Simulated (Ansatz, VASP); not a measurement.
# WSe2 in two plane-wave programs, part 2 of 2

Wanted: the spread between two codes on one cell, functional and k mesh. Of the first pair: The cell is taken from a series of runs on this material, whose earlier steps may have relaxed, scaled, displaced or heated it; both programs get it as it stands.

VASP 6.6.1 and Ansatz 0.2.0.

So far: The starting structure; Ansatz: relaxation of cell and atoms, LDA; VASP: relaxation of cell and atoms, LDA; Comparison.

**5. Ansatz: relaxation, LDA**

Level of this step: Ansatz beside VASP: Kohn-Sham DFT, plane waves, LDA (Ansatz).

The two programs are compared at the cell with which this relaxation starts, whose forces are those of its first step.

The structure compared here is the start of the Ansatz relaxation; VASP solves that cell, so the two are compared at the walk's first step.

The input, input.yaml:

```yaml
crystal:
  lattice:
    - [3.2335510479, 0.0, 0.0]
    - [-1.6167755239, 2.8003373519, 0.0]
    - [0.0, 0.0, 12.7568686867]
  atoms:
    - { symbol: W, position: [0.3333333333, 0.6666666667, 0.25] }
    - { symbol: W, position: [0.6666666667, 0.3333333333, 0.75] }
    - { symbol: Se, position: [0.3333333333, 0.6666666667, 0.620001826] }
    - { symbol: Se, position: [0.6666666667, 0.3333333333, 0.120001826] }
    - { symbol: Se, position: [0.3333333333, 0.6666666667, 0.879998174] }
    - { symbol: Se, position: [0.6666666667, 0.3333333333, 0.379998174] }
kpoints:
  mp_grid: { grid: [9, 9, 2] }
hamiltonian:
  xc: lda
  pseudopotentials: { kind: paw, azcp: { folder: soft_1 }, xc_functional: pbe }
scf:
  occupations: { method: fixed }
output:
  forces: true
  stress: true
  eigenvalues: true
relax:
  adjacent_minimum: "off"
  f_tol: 0.001
  max_steps: 60
  cell: { stress_tol: 0.01, fix: [volume] }
```

On the command line:

```
$ ansatz run input.yaml --threads 8 --pin off --max-ram 15360MiB --backend cpu --events-out ev --progress --plain --runs-dir out
```

Numbers of over 12 decimals in the logs are rounded to 6 here.

Output:

```text
[...]
Crystal: 6 atoms, lattice volume = 115.514 Å³
Basis set: ecut = 420 eV, 2299 PW (Γ)
Bands: 56, of which v1, the nominal top of the filled ones, is band 46 counted from 1 (45 counted from 0)
Symmetry: 24 space group operations
[...]
k-points: 24 of 162
[...]
- [3.242972, -2.8951662906839024e-11, 0.0]
    - [-1.621486, 2.808496, 0.0]
    - [0.0, 0.0, 12.682855]
  atoms:
    - { symbol: W, position: [0.333333, 0.666667, 0.250000] }
    - { symbol: W, position: [0.666667, 0.333333, 0.75] }
    - { symbol: Se, position: [0.333333, 0.666667, 0.618492] }
    - { symbol: Se, position: [0.666667, 0.333333, 0.118492] }
    - { symbol: Se, position: [0.333333, 0.666667, 0.881508] }
    - { symbol: Se, position: [0.666667, 0.333333, 0.381508] }
[key lines of the parts left out:]
SCF converged after 7 iterations
Free energy (F): -41798.073378 eV
Fermi energy:    13.190475 eV
P = ⅓ Tr σ = 0.7008 GPa (7.008 kbar)
```

**6. VASP: single point, LDA, start cell**

The same cell, functional (in two slightly different forms) and mesh now go to VASP, with its own data sets.

The input, INCAR:

```
SYSTEM = WSe2
PREC = Accurate
ENCUT = 520
EDIFF = 1E-06
NELM = 120
ISMEAR = 0
SIGMA = 0.01
LREAL = .FALSE.
ALGO = Normal
GGA = CA
NBANDS = 24
LASPH = .TRUE.
LORBIT = 11
LWAVE = .FALSE.
LCHARG = .FALSE.
ISIF = 2
GGA_COMPAT = .FALSE.
EFERMI = MIDGAP
KPAR = 2
```

The input, POSCAR:

```
WSe2
1.0
    3.2335510000      0.0000000000      0.0000000000
   -1.6167760000      2.8003370000      0.0000000000
    0.0000000000      0.0000000000     12.7568690000
W Se
2 4
Direct
    0.3333335555      0.6666669047      0.2499999804
    0.6666669324      0.3333334524      0.7500000196
    0.3333335555      0.6666669047      0.6200018202
    0.6666669324      0.3333334524      0.1200018594
    0.3333335555      0.6666669047      0.8799981406
    0.6666669324      0.3333334524      0.3799981798
```

The input, KPOINTS:

```
Automatic mesh
0
Gamma
9 9 2
0 0 0
```

PAW data sets: W and Se (LDA family, release 64).

On the command line:

```
$ mpirun -np 2 vasp_std
```

Output:

```text
[... set-up lines as in an earlier step ...]
 entering main loop
       N       E                     dE             d eps       ncg     rms          rms(c)
DAV:   1     0.179442360982E+03    0.17944E+03   -0.15768E+04  1152   0.131E+03
DAV:   2    -0.363046526232E+02   -0.21575E+03   -0.20731E+03  1568   0.250E+02
DAV:   3    -0.503277517989E+02   -0.14023E+02   -0.13910E+02  1528   0.641E+01
DAV:   4    -0.505866127509E+02   -0.25886E+00   -0.25845E+00  1504   0.893E+00
[...]
DAV:  12    -0.486463922895E+02    0.78251E-04   -0.29303E-04  1600   0.954E-02    0.237E-02
DAV:  13    -0.486463933576E+02   -0.10681E-05   -0.18917E-05  1496   0.242E-02    0.712E-03
DAV:  14    -0.486463930668E+02    0.29084E-06   -0.60739E-06  1416   0.116E-02
   1 F= -.48646393E+02 E0= -.48646393E+02  d E =0.000000E+00
```

From OUTCAR (step 6):

```text
  Total        1.6916055      1.6916052      2.1002170     -0.0000003     -0.0000000     -0.0000000
  in kB       23.4625694     23.4625642     29.1300111     -0.0000042     -0.0000000     -0.0000000
  external PRESSURE =      25.3517149 kB  Pullay stress =       0.0000000 kB

 POSITION                                       TOTAL-FORCE (eV/Angst)
 -----------------------------------------------------------------------------------
      0.00000      1.86689      3.18922         0.000000      0.000000     -0.000000
      1.61678      0.93345      9.56765        -0.000000     -0.000000     -0.000000
      0.00000      1.86689      7.90928        -0.000000     -0.000000     -0.293694
      1.61678      0.93345      1.53085         0.000000      0.000000     -0.293694
      0.00000      1.86689     11.22602        -0.000000     -0.000000      0.293694
      1.61678      0.93345      4.84759        -0.000000      0.000000      0.293694
 -----------------------------------------------------------------------------------
    total drift:                               -0.000469     -0.000425      0.000129

  FREE ENERGIE OF THE ION-ELECTRON SYSTEM (eV)
  ---------------------------------------------------
  free  energy   TOTEN  =       -48.6463930668 eV

  energy  without entropy=      -48.6463930668  energy(sigma->0) =      -48.64639307

[... 1 part as in an earlier step ...]

[... 2 further parts left out ...]
[key lines of the parts left out:]
E-fermi :   6.3735
```

The run ends at a pressure of 2.54 GPa, with forces up to 0.29 eV/Å.

**7. Differences**

What differs besides the data sets and the points named for the pairs above, as far as they apply: the data sets hold 92 valence electrons in Ansatz (on its PAW soft_1 files) and 36 in VASP; the cutoff is 420 eV in Ansatz and 520 eV in VASP. Total energies have different zeros and are not compared.

Forces (eV/Å; atoms numbered as in POSCAR):

```
atom        Ansatz x, y, z          VASP x, y, z
  W1   0.000, 0.000, 0.000   0.000, 0.000, 0.000
  W2   0.000, 0.000, 0.000   0.000, 0.000, 0.000
 Se3  0.000, 0.000, -0.263  0.000, 0.000, -0.294
 Se4  0.000, 0.000, -0.263  0.000, 0.000, -0.294
 Se5   0.000, 0.000, 0.263   0.000, 0.000, 0.294
 Se6   0.000, 0.000, 0.263   0.000, 0.000, 0.294
```

The forces differ by 14 meV/Å r.m.s., which is 10.4 % of the r.m.s. force of 0.138 eV/Å (both taken over all components).

**8. Summary of results**

```yaml
difference_in_volume_relaxation_of_cell_and_atoms_lda: -0.056 %
r_m_s_force_difference_single_point_lda_start_cell: 14 meV/Å
```

In words: The r.m.s. force difference is 14 meV/Å (single point, LDA, start cell), beyond the 12 meV/Å picked in this series as the mark of a large difference. The data sets hold unlike numbers of valence electrons (92 in Ansatz and 36 in VASP), so part of the differences comes from the potentials. What causes the difference of the single point, LDA, start cell pair stays open here. How closely two codes agree says nothing of how well the functional describes the real material.

[Lines on the potential files, build, host, timing and source positions are cut from VASP's logs without a mark.]

[Logs are printed without paths, hosts, clocks, repeated set-up lines and the standing remarks that a program may print on its own settings, such as how far it seeks lower states.]

[Hosts, paths, dates, database ids (printed as entryN), source tags and the programs' standing remarks are cut or masked in the printed files.]
